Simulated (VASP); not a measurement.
OSZICAR of a VASP run on HfB₂ (AlB2 type):

**OSZICAR**
```
       N       E                     dE             d eps       ncg     rms          rms(c)
DAV:   1     0.285911265106E+02    0.28591E+02   -0.85179E+03  1680   0.128E+03
DAV:   2    -0.271027659893E+02   -0.55694E+02   -0.52389E+02  2084   0.240E+02
DAV:   3    -0.287744296525E+02   -0.16717E+01   -0.16550E+01  2204   0.323E+01
DAV:   4    -0.287861186282E+02   -0.11689E-01   -0.11683E-01  2016   0.301E+00
DAV:   5    -0.287862286263E+02   -0.11000E-03   -0.10999E-03  2196   0.241E-01    0.543E+01
DAV:   6    -0.265022609403E+02    0.22840E+01   -0.52372E+00  2008   0.152E+01    0.396E+01
DAV:   7    -0.264563297623E+02    0.45931E-01   -0.16471E+00  2080   0.901E+00    0.118E+01
DAV:   8    -0.263885909408E+02    0.67739E-01   -0.46009E-01  1980   0.481E+00    0.182E+00
DAV:   9    -0.263847317267E+02    0.38592E-02   -0.28907E-02  1976   0.135E+00    0.245E-01
DAV:  10    -0.263847044075E+02    0.27319E-04   -0.69910E-04  2064   0.235E-01    0.341E-01
DAV:  11    -0.263847050838E+02   -0.67625E-06   -0.91521E-05  2012   0.770E-02    0.171E-01
DAV:  12    -0.263847010099E+02    0.40739E-05   -0.95994E-06  2068   0.274E-02    0.212E-02
DAV:  13    -0.263847011876E+02   -0.17770E-06   -0.37547E-07  1184   0.627E-03
   1 F= -.27491777E+02 E0= -.27491603E+02  d E =-.274918E+02
```

Problem. Which electronic solver shows in the log?

Solution. It is blocked Davidson (ALGO = Normal, or the opening steps of other solvers). The INCAR had ALGO = Normal.

Problem. Can the final energy be trusted as converged?

Solution. The calculation finished and met its thresholds. It stopped with EDIFF = 1E-6, NELM = 100, NSW = 60 and EDIFFG = -0.02 after 1 ionic step (PBE GGA with D3 dispersion (Becke-Johnson damping), plane waves, VASP's PBE PAW potentials (set 64)).

The compound is HfB2 in the AlB2 type structure. It was relaxed first. The start is the result of an earlier pass.
